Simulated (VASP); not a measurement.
Here is the system:

```yaml
crystal:
  lattice:
    - [3.93078, 0.00000, 0.00000]
    - [-1.96539, 3.40415, 0.00000]
    - [0.00000, 0.00000, 6.11195]
  atoms:
    - { symbol: La, position: [0.67121, 0.32173, 0.75391] }
    - { symbol: La, position: [0.31797, 0.65459, 0.23870] }
    - { symbol: O, position: [0.65926, 0.33665, 0.35129] }
    - { symbol: O, position: [0.32726, 0.66852, 0.64887] }
    - { symbol: O, position: [0.02430, 0.01851, 0.00723] }
```

Computed with PBEsol GGA, VASP's PBE PAW potentials (set 64) (plane waves; VASP). Numerical set-up: 400 eV cut-off, 7×7×4 Γ-centred mesh, Fermi-Dirac smearing of 0.010 eV, potentials La O.

At this cut-off the stress carries a Pulay error, which pulls relaxed volumes low.

Problem. What does the run give for the energy per atom (σ→0), pressure, largest force?

Solution. 
```json
{
 "energy per atom (σ→0)": "-8.735 eV/atom",
 "pressure": "-7.02 GPa",
 "largest_force": "0.601 eV/Å"
}
```

The structure comes from a computed database's La2O3 entry; how it stands against other phases isn't given here. The cell was not relaxed at this level, atoms are displaced from their ideal sites.
